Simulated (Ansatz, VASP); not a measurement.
**ScB2 in VASP and in Ansatz**

```
CELL_PARAMETERS angstrom
3.09731 0.00000 0.00000
-1.54865 2.68235 0.00000
0.00000 0.00000 3.46194
ATOMIC_POSITIONS crystal
Sc 0.00000 0.00000 0.00000
B 0.33333 0.66667 0.50000
B 0.66667 0.33333 0.50000
```

Alike in both runs: task relaxation of cell and atoms; functional LDA; k mesh 15 × 15 × 12; occupations gaussian, width 0.1 eV; no spin polarisation.

|  | VASP | Ansatz |
| --- | --- | --- |
| version | VASP 6.6.1 | Ansatz 0.2.0 |
| potentials or method | VASP PAW LDA potentials, release 64 (Sc_sv, B) | scalar-relativistic, plane waves, PAW |
| plane-wave cutoff (eV) | 600 | 420 |
| valence electrons in the cell | 17 | 17 |

VASP gave:

| Property | Result |
| --- | --- |
| gap on the k mesh at the Fermi level, each at its own relaxed structure (eV) | none |
| relaxed volume (Å³/atom) | 9.62 |
| relaxed cell length with the largest relative difference (Å) | 3.461 |

Question: What did Ansatz give for the same quantities?

Answer: gap on the k mesh at the Fermi level, each at its own relaxed structure (eV): none; relaxed volume (Å³/atom): 9.58; relaxed cell length with the largest relative difference (Å): 3.454.

A gap of «none» marks a metal or a gap that the smearing closes.
